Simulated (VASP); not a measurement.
Method: PBEsol GGA, VASP's PBE PAW potentials (set 64) (plane waves; VASP).

VASP input:

KPOINTS:
```
Automatic mesh
0
Gamma
12 12 12
0 0 0
```

**POSCAR**
```
HfC
3.3060680
  0.0000000000   0.6965808296   0.7174782545
  0.6965808296   0.0000000000   0.7174782545
  0.6965808296   0.6965808296   0.0000000000
Hf C
1 1
direct
  0.0000000000   0.0000000000   0.0000000000
  0.5000000000   0.5000000000   0.5000000000
```

### INCAR
```
LASPH = .TRUE.
GGA = PS
LREAL = .FALSE.
NELM = 100   # most electronic steps
SYSTEM = HfC
EDIFF = 1E-7
ALGO = Normal
ENCUT = 600   # plane-wave cut-off (eV)
PREC = Accurate
LMAXMIX = 6   # l cut-off of mixed one-centre charges
ISIF = 2   # forces and stress, cell fixed
LCHARG = .FALSE.
ISMEAR = 1
SIGMA = 0.1   # width (eV)
LWAVE = .FALSE.
```

POTCAR, in this order: Hf_pv C (PBE.64 set). Program: vasp_std.

Unless said otherwise, spin-orbit coupling is left out, though it shifts the bands of the heavy elements here.

Task: What does the run give for the energy per atom (σ→0), pressure, band gap (on the k-mesh)?

Result: 
```yaml
energy per atom (σ→0): -11.081 eV/atom
band gap (on the k-mesh): none (metal, semimetal or under 0.01 eV)
pressure: -6.84 GPa
```

OSZICAR:
```
...
DAV:   8    -0.221678542101E+02    0.11942E-01   -0.58089E-02  4030   0.231E+00    0.507E+00
DAV:   9    -0.221623072609E+02    0.55469E-02   -0.26808E-02  4073   0.999E-01    0.193E+00
DAV:  10    -0.221620154917E+02    0.29177E-03   -0.98299E-04  4265   0.265E-01    0.387E-01
DAV:  11    -0.221620039237E+02    0.11568E-04   -0.17159E-04  4141   0.952E-02    0.326E-02
DAV:  12    -0.221620023328E+02    0.15909E-05   -0.53259E-06  4146   0.208E-02    0.546E-02
DAV:  13    -0.221620019230E+02    0.40982E-06   -0.32139E-07  4105   0.583E-03    0.209E-03
DAV:  14    -0.221620019168E+02    0.61732E-08   -0.44261E-09  2066   0.594E-04
   1 F= -.22162002E+02 E0= -.22161933E+02  d E =-.205724E-03
```

The compound is HfC in the rock salt structure. This cell was strained or had an atom moved on purpose.
